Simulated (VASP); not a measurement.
# LaBi (Fm-3m) in VASP: notebook, part 2 of 2

VASP 6.6.1.

## Step 3: Single point, LDA

INCAR

```
SYSTEM = LaBi
  PREC = Accurate
  ENCUT = 520
  EDIFF = 1E-6
  ISMEAR = -1
  SIGMA = 0.1
  LREAL = .False.
  LASPH = .True.
  NELM = 100
  ALGO = Normal
  ISIF = 2
  LWAVE = .False.
  LCHARG = .True.
  GGA = CA
  LELF = .True.
  LVHAR = .True.
  NBANDS = 20
```

KPOINTS

```
regular mesh
0
Gamma
  6 6 6
  0 0 0
```

POSCAR

```
LaBi
1.0
    0.0000000000      3.2825000000      3.2825000000
    3.2825000000      0.0000000000      3.2825000000
    3.2825000000      3.2825000000      0.0000000000
La Bi
1 1
Direct
    0.0000000000      0.0000000000      0.0000000000
    0.5038080731      0.5038080731      0.4961919269
```

Potentials or basis: VASP PAW LDA potentials, release 64 (La, Bi_d).

Started as:

```console
> cat potpaw_LDA.64/La/POTCAR potpaw_LDA.64/Bi_d/POTCAR > POTCAR
> mpirun -np 1 vasp_std > vasp.out
```

It took 19 s on 1 thread of Intel Xeon 6975P-C (Granite Rapids), shared host; peak memory 0.2 GiB.

Results (log left out):

* Free energy: -12.2856 eV
* Pressure: -1.5 GPa
* Largest force: 0.084 eV/Å
* Band gap on the k mesh: none (metal or under the smearing width)

Forces on the atoms (eV/Å):
```
La   0.000  0.000  0.084
Bi   0.000  0.000 -0.084
```

Levels at points of the mesh, in eV from the Fermi level:
```tsv
k point	band 9	band 10	band 11	band 12	band 13	band 14	band 15	band 16	band 17	band 18
(0.00, 0.00, 0.00)	-16.23	-10.48	0.23	0.23	0.23	1.23	1.23	1.23	1.67	2.02
(0.50, 0.00, 0.00)	-16.19	-9.42	-3.29	-1.63	-1.63	1.61	1.79	1.79	1.96	1.96
(0.50, 0.50, 0.00)	-16.32	-10.06	-1.56	-0.27	-0.27	-0.24	1.82	1.85	1.89	1.89
(0.00, 0.50, 0.50)	-16.32	-10.06	-1.56	-0.32	-0.27	-0.18	1.82	1.85	1.89	1.89
```

Caveat: spin-orbit coupling is left out, which moves the levels of the heavy elements.

## Step 4: Single point, LDA

INCAR

```
SYSTEM = LaBi
PREC = Accurate ; ENCUT = 520
EDIFF = 1E-6 ; ISMEAR = -1
SIGMA = 0.1 ; LREAL = .FALSE.
LASPH = .TRUE. ; NELM = 100
ALGO = Normal ; ISIF = 2
LWAVE = .FALSE. ; LCHARG = .FALSE.
NBANDS = 20
```

KPOINTS

```
Automatic mesh
0
G
  6 6 6
  0 0 0
```

Edit POSCAR of step 3 so:

```diff
@@ -9,2 +9,2 @@
     0.0000000000      0.0000000000      0.0000000000
-    0.5038080731      0.5038080731      0.4961919269
+    0.4923838538      0.4923838538      0.5076161462
```

Potentials or basis: VASP PAW LDA potentials, release 64 (La, Bi_d).

Started as:

```console
> cat potpaw_LDA.64/La/POTCAR potpaw_LDA.64/Bi_d/POTCAR > POTCAR
> mpirun -np 1 vasp_std > vasp.out
```

OUTCAR:

```text
SYSTEM = LaBi
   PREC = Accurate
   ENCUT = 520
   EDIFF = 1E-6
   ISMEAR = -1
   LREAL = .FALSE.
   LASPH = .TRUE.
   NELM = 100
   ISIF = 2

 ion  position               nearest neighbor table
   1  0.000  0.000  0.000-   2 3.23   2 3.28   2 3.28   2 3.28   2 3.28   2 3.33
   2  0.492  0.492  0.508-   1 3.23   1 3.28   1 3.28   1 3.28   1 3.28   1 3.33

  LATTYP: Found a face centered cubic cell.
 ALAT       =     6.5650000000

  Lattice vectors:

 A1 = (   0.0000000000,   3.2825000000,   3.2825000000)
 A2 = (   3.2825000000,   0.0000000000,   3.2825000000)
[... 739 lines left out ...]

  FORCE on cell =-STRESS in cart. coord.  units (eV):
  Direction    XX          YY          ZZ          XY          YZ          ZX
  --------------------------------------------------------------------------------------
  -------------------------------------------------------------------------------------
  Total       -0.6771685     -0.6771685     -0.6144765      0.0000000      0.0000000      0.0000000
  in kB      -15.3378020    -15.3378020    -13.9178332      0.0000000      0.0000000      0.0000000
  external PRESSURE =     -14.8644791 kB  Pullay stress =       0.0000000 kB

 VOLUME and BASIS-vectors are now :
 -----------------------------------------------------------------------------
  energy-cutoff  :      520.00
  volume of cell :       70.74
      direct lattice vectors                 reciprocal lattice vectors
     0.000000000  3.282500000  3.282500000    -0.152322925  0.152322925  0.152322925
     3.282500000  0.000000000  3.282500000     0.152322925 -0.152322925  0.152322925
     3.282500000  3.282500000  0.000000000     0.152322925  0.152322925 -0.152322925

 POSITION                                       TOTAL-FORCE (eV/Angst)
 -----------------------------------------------------------------------------------
      0.00000      0.00000      0.00000         0.000000      0.000000     -0.170153
      3.28250      3.28250      3.23250         0.000000      0.000000      0.170153
 -----------------------------------------------------------------------------------
    total drift:                                0.000000      0.000000      0.000042

  FREE ENERGIE OF THE ION-ELECTRON SYSTEM (eV)
  ---------------------------------------------------
  free  energy   TOTEN  =       -12.2824523061 eV

  energy  without entropy=      -12.2680519631  energy(sigma->0) =      -12.27525213
```

OSZICAR:

```text
N       E                     dE             d eps       ncg     rms          rms(c)
DAV:   1     0.272410273560E+03    0.27241E+03   -0.11405E+04  1224   0.184E+03
DAV:   2     0.212623650296E+02   -0.25115E+03   -0.23933E+03  1456   0.343E+02
DAV:   3    -0.998978289250E+01   -0.31252E+02   -0.30435E+02  1456   0.167E+02
DAV:   4    -0.123146642828E+02   -0.23249E+01   -0.22941E+01  2252   0.393E+01
DAV:   5    -0.123835614721E+02   -0.68897E-01   -0.68863E-01  1808   0.529E+00    0.289E+00
DAV:   6    -0.123111321401E+02    0.72429E-01   -0.15185E-01  2348   0.274E+00    0.163E+00
DAV:   7    -0.122827209631E+02    0.28411E-01   -0.65240E-02  1964   0.224E+00    0.388E-01
DAV:   8    -0.122825486057E+02    0.17236E-03   -0.19856E-03  2088   0.376E-01    0.150E-01
DAV:   9    -0.122824453173E+02    0.10329E-03   -0.59093E-04  1864   0.199E-01    0.192E-02
DAV:  10    -0.122824509809E+02   -0.56637E-05   -0.58489E-05  2268   0.628E-02    0.673E-03
DAV:  11    -0.122824522088E+02   -0.12279E-05   -0.27476E-06  1704   0.989E-03    0.225E-03
DAV:  12    -0.122824523061E+02   -0.97284E-07   -0.29205E-07  1292   0.514E-03
   1 F= -.12282452E+02 E0= -.12275252E+02  d E =-.144003E-01
```

Wall time 19 s (1 thread of Intel Xeon 6975P-C (Granite Rapids), shared host); peak memory 0.2 GiB.

Results:

```yaml
Free_energy: -12.2825 eV
Pressure: -1.5 GPa
Largest_force: 0.170 eV/Å
Band_gap_on_the_k_mesh: none (metal or under the smearing width)
```

Forces in eV/Å, atoms in the order of the input:
```
La   0.000  0.000 -0.170
Bi   0.000  0.000  0.170
```

Caveat: spin-orbit coupling is left out, which moves the levels of the heavy elements.
